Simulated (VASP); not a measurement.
```xyz
4
Lattice="1.2546 -2.1730 0.0000 1.2546 2.1730 0.0000 0.0000 0.0000 6.8442" Properties=species:S:1:pos:R:3 pbc="T T T"
C      0.0000     0.0000     1.7110
C      0.0000     0.0000     5.1331
C      1.2546     0.7243     1.7110
C      1.2546    -0.7243     5.1331
```

The base run (VASP): PBE GGA, plane waves, VASP's PBE PAW potentials (set 64). Settings: 520 eV cut-off, 13×13×4 Γ-centred mesh, first-order Methfessel-Paxton smearing of 0.10 eV, potentials C.

One setting is varied; ΔE counts from the base run. The base run took about 10 core-seconds. Times come from single runs on busy shared machines, so they are rough: good to a factor of about 2.

```tsv
setting	cost over the base run	electronic steps	ΔE (meV/atom)
base run	reference	11	0.0
AMIX = 1.0, BMIX = 1.0, IMIX = 4	within a factor of 2	12	0.0
AMIX = 1.0, BMIX = 3.0, IMIX = 4	within a factor of 2	12	0.0
AMIX = 0.6, BMIX = 1.0, IMIX = 4	within a factor of 2	12	0.0
AMIX = 0.1, BMIX = 3.0, IMIX = 4	within a factor of 2	14	0.0
AMIX = 0.05, BMIX = 0.0001, IMIX = 1	(withheld)	(withheld)	0.0
```

Problem. Complete the blanks.

Solution. 
- AMIX = 0.05, BMIX = 0.0001, IMIX = 1, cost over the base run: about 7 times
- AMIX = 0.05, BMIX = 0.0001, IMIX = 1, electronic steps: 83

Left out are runs that failed, have no time on record or changed the cell.

The compound is C in the graphite structure. The cell was not relaxed at this level.
